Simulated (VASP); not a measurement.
A convergence study with VASP on Co (hcp): one setting is varied, all else stays as given below, so the limit is that of these other settings.

```xyz
2
Lattice="1.2550 -2.1737 0.0000 1.2550 2.1737 0.0000 0.0000 0.0000 4.0700" Properties=species:S:1:pos:R:3 pbc="T T T"
Co     1.2550     0.7246     1.0175
Co     1.2550    -0.7246     3.0525
```
Starting moments (μB, in the order of the record's atoms Co Co): 1.8 1.8.

These are PBEsol GGA, VASP's PBE PAW potentials (set 64) (plane waves; VASP) values and carry that method's errors. The tightest run used: 550 eV cut-off, 27×27×14 Γ-centred mesh, first-order Methfessel-Paxton smearing of 0.10 eV, potentials Co.

**Question.** The settings run are 1×1×1 mesh; 2×2×1 mesh; 3×3×2 mesh; 4×4×2 mesh; 6×6×3 mesh; 7×7×4 mesh; 8×8×4 mesh; 9×9×5 mesh; 10×10×5 mesh; 11×11×6 mesh; 12×12×6 mesh; 13×13×7 mesh; 15×15×8 mesh; 16×16×8 mesh; 17×17×9 mesh; 18×18×9 mesh; 19×19×10 mesh; 20×20×11 mesh; 21×21×11 mesh; 22×22×12 mesh; 24×24×13 mesh; 25×25×13 mesh; 26×26×14 mesh; 27×27×14 mesh. From which on does the energy per atom stay within 0.002 eV/atom of the tightest run?

**Answer.** From 13×13×7 mesh on: it is off by 0.0005 there and by no more than 0.002 in any finer run, while 12×12×6 mesh is off by 0.0032.
```
setting        E (eV/atom)  pressure (GPa)  moment (μB)  irreducible k-points  difference judged (eV/atom)
-------------  -----------  --------------  -----------  --------------------  ---------------------------
1×1×1 mesh        -10.8352           -5.21        6.000                     1                       3.1367
2×2×1 mesh         -7.3538          -15.91        2.483                     2                       0.3447
3×3×2 mesh         -7.5660          -13.43        2.993                     6                       0.1324
4×4×2 mesh         -7.6816          -13.35        3.375                     8                       0.0169
6×6×3 mesh         -7.7330          -14.54        3.327                    14                       0.0345
7×7×4 mesh         -7.6809          -14.85        3.240                    24                       0.0175
8×8×4 mesh         -7.7028          -15.28        3.188                    30                       0.0043
9×9×5 mesh         -7.6945          -15.85        3.094                    36                       0.0040
10×10×5 mesh       -7.6963          -13.90        3.357                    42                       0.0022
11×11×6 mesh       -7.7000          -15.77        3.116                    64                       0.0015
12×12×6 mesh       -7.6953          -14.01        3.337                    76                       0.0032
13×13×7 mesh       -7.6990          -14.81        3.240                    84                       0.0005
15×15×8 mesh       -7.6999          -14.52        3.278                   135                       0.0014
16×16×8 mesh       -7.6981          -15.41        3.162                   150                       0.0003
17×17×9 mesh       -7.6988          -14.54        3.273                   165                       0.0004
18×18×9 mesh       -7.6979          -15.19        3.186                   185                       0.0006
19×19×10 mesh      -7.6980          -14.69        3.252                   240                       0.0004
20×20×11 mesh      -7.6992          -14.93        3.221                   264                       0.0007
21×21×11 mesh      -7.6972          -14.79        3.240                   288                       0.0012
22×22×12 mesh      -7.6987          -14.85        3.231                   364                       0.0002
24×24×13 mesh      -7.6983          -14.72        3.249                   427                       0.0001
25×25×13 mesh      -7.6982          -15.02        3.212                   455                       0.0002
26×26×14 mesh      -7.6980          -14.62        3.262                   560                       0.0004
27×27×14 mesh      -7.6985          -14.95        3.219                   600                       0.0000
```

Left out are rungs that failed or repeat a setting and relaxations that didn't move; long series are thinned to 24 rows.

The compound is Co in the hcp structure. The cell was not relaxed at this level. The spin order is the one that the start imposed; others were not tried in this run.
